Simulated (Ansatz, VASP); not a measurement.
**One calculation of TeRu, two programs**

Contents of POSCAR:

```
TeRu
1.0
    0.0000000000      2.9639393562      2.9639393562
    2.9639393562      0.0000000000      2.9639393562
    2.9639393562      2.9639393562      0.0000000000
Ru Te
1 1
Direct
    0.0000000000      0.0000000000      0.0000000000
    0.2500000000      0.2500000000      0.2500000000
```

File INCAR.step1:

```
SYSTEM = TeRu
PREC     = Accurate       ! precision mode
ENCUT    = 520            ! plane-wave cutoff, eV
ISMEAR   = 0              ! smearing method
SIGMA    = 0.05           ! smearing width, eV
LREAL    = .FALSE.        ! projectors in reciprocal space
LASPH    = .TRUE.         ! aspherical terms in the spheres
NELM     = 60             ! most SCF steps
NBANDS   = 17             ! bands
GGA      = PE             ! functional
ALGO     = Normal         ! electronic algorithm
EDIFF    = 1E-4           ! SCF threshold, eV
LWAVE    = .TRUE.         ! write WAVECAR
LCHARG   = .FALSE.        ! write CHGCAR
```

The input INCAR.step2:

```
SYSTEM = TeRu
PREC     = Accurate       ! precision mode
ENCUT    = 520            ! plane-wave cutoff, eV
EDIFF    = 1E-6           ! SCF threshold, eV
ISMEAR   = 0              ! smearing method
SIGMA    = 0.05           ! smearing width, eV
LREAL    = .FALSE.        ! projectors in reciprocal space
LASPH    = .TRUE.         ! aspherical terms in the spheres
NELM     = 60             ! most SCF steps
ALGO     = Normal         ! electronic algorithm
ISIF     = 2              ! what is computed and relaxed
LWAVE    = .FALSE.        ! write WAVECAR
LCHARG   = .FALSE.        ! write CHGCAR
METAGGA  = R2SCAN         ! meta-GGA
LMIXTAU  = .TRUE.       
NBANDS   = 17             ! bands
ISTART   = 1
```

The input KPOINTS:

```
Automatic mesh
0
G
  10 10 10
  0 0 0
```

Input for Ansatz:

```yaml
crystal:
  lattice:
    - [0.0, 2.9639393562, 2.9639393562]
    - [2.9639393562, 0.0, 2.9639393562]
    - [2.9639393562, 2.9639393562, 0.0]
  atoms:
    - { symbol: Ru, position: [0.0, 0.0, 0.0] }
    - { symbol: Te, position: [0.25, 0.25, 0.25] }
basis:
  ecutwfc: 500
  ecutrho_ratio: 4
kpoints:
  mp_grid: { grid: [10, 10, 10] }
hamiltonian:
  xc: r2scan
scf:
  occupations: { method: gaussian, width: 0.05 }
output:
  forces: true
  stress: true
  eigenvalues: true
  write_density: true
  write_potential: true
  elf: true
  volumetric_format: npy
```

Alike in both runs: task single point; functional r2SCAN; k mesh 10 × 10 × 10; occupations gaussian, width 0.05 eV; no spin polarisation.

```csv
,VASP,Ansatz
version,VASP 6.6.1,Ansatz 0.2.0
potentials or method,"VASP PAW PBE potentials, release 64 (Ru_pv, Te)","scalar-relativistic, plane waves, PAW"
plane-wave cutoff (eV),520,500
valence electrons in the cell,20,32
```

|  | VASP | Ansatz | Ansatz less VASP |
| --- | --- | --- | --- |
| gap on the k mesh at the Fermi level (eV) | none | none | - |
| pressure (GPa) | -3.9 | -3.7 | +0.13 |

A gap of «none» marks a metal or a gap that the smearing closes. The two sets of potentials don't hold the same shells in valence.

Caveats: the PAW data sets were made with another functional, which shifts forces and pressure a little (VASP). The runs have no spin-orbit coupling, so splittings on Te are missing.
